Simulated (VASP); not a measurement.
Crystal: Hf2Pd2Se2Br2O3.

```
CELL_PARAMETERS angstrom
5.75899 0.00000 0.00000
-2.87949 4.98743 0.00000
0.00000 0.00000 8.52547
ATOMIC_POSITIONS crystal
Hf 0.33333 0.66667 0.54201
Hf 0.66667 0.33333 0.54201
Pd 0.33333 0.66667 0.12880
Pd 0.66667 0.33333 0.12880
Se 0.33333 0.66667 0.85572
Se 0.66667 0.33333 0.85572
Br 0.00000 0.00000 0.13895
Br 0.00000 0.00000 0.65384
O 0.50000 0.00000 0.42963
O 0.00000 0.50000 0.42963
O 0.50000 0.50000 0.42963
```

The cell was built by a generator and needn't be a form met in nature.

| Property | Result |
| --- | --- |
| Program | VASP 6.6.1 |
| Task | relaxation of cell and atoms |
| Functional | SCAN |
| Potentials or basis | VASP PAW PBE potentials, release 64 (Hf_pv, Pd, Se, Br, O) |
| Cutoff | 600 eV |
| k mesh | 6 × 6 × 3 |
| Occupations | fermi-dirac, width 0.05 eV |
| Spin | no spin polarisation |

At the start: pressure -4.1 GPa; volume 22.26 Å³/atom.

**Question.** Where does the relaxation end?

**Answer.** Over 21 steps the energy falls by 18.6 meV/atom and the volume is 20.69 Å³/atom (-7.1 %); space group P6mm (No. 183, to 0.05 Å).

Step by step:
```csv
step,energy change (eV),largest force (eV/Å),pressure (GPa),volume (Å³)
1,0.0000,0.9975,-4.08,244.87
2,0.2788,3.0808,6.98,225.34
3,-0.1379,0.3663,-0.58,237.41
4,-0.1380,0.3965,-0.50,237.26
5,-0.1592,0.2329,-0.18,234.31
6,-0.1600,0.2822,-0.10,233.66
7,-0.1707,0.1988,-0.05,232.23
8,-0.1820,0.3043,0.15,228.27
9,-0.1889,0.1995,0.27,227.53
10,-0.1953,0.1275,0.58,225.79
11,-0.1999,0.1413,-0.15,226.65
12,-0.2000,0.1095,-0.06,226.55
13,-0.2030,0.0738,0.03,226.68
14,-0.2041,0.0564,0.11,226.80
15,-0.2041,0.0540,0.12,226.81
16,-0.2044,0.0448,-0.06,227.22
17,-0.2044,0.0401,-0.03,227.16
18,-0.2046,0.0335,0.01,227.26
19,-0.2046,0.0384,0.03,227.30
20,-0.2047,0.0238,0.01,227.46
21,-0.2048,0.0138,-0.01,227.57
```

Final structure:
```cif
data_structure
_symmetry_space_group_name_H-M 'P 1'
_symmetry_Int_Tables_number 1
_cell_length_a 5.6703
_cell_length_b 5.6703
_cell_length_c 8.1730
_cell_angle_alpha 90.000
_cell_angle_beta 90.000
_cell_angle_gamma 120.003
_cell_volume 227.57
loop_
_atom_site_label
_atom_site_type_symbol
_atom_site_fract_x
_atom_site_fract_y
_atom_site_fract_z
_atom_site_occupancy
Hf1 Hf 0.33333 0.66667 0.53891 1
Hf2 Hf 0.66667 0.33333 0.53891 1
Pd1 Pd 0.33331 0.66669 0.13941 1
Pd2 Pd 0.66669 0.33331 0.13941 1
Se1 Se 0.33332 0.66668 0.86059 1
Se2 Se 0.66668 0.33332 0.86059 1
Br1 Br 0.00000 0.00000 0.14206 1
Br2 Br 0.00000 0.00000 0.64950 1
O1 O 0.50000 0.00000 0.42179 1
O2 O 0.00000 0.50000 0.42179 1
O3 O 0.50000 0.50000 0.42179 1
```

Caveat: the PAW data sets were made with another functional, which shifts forces and pressure a little.
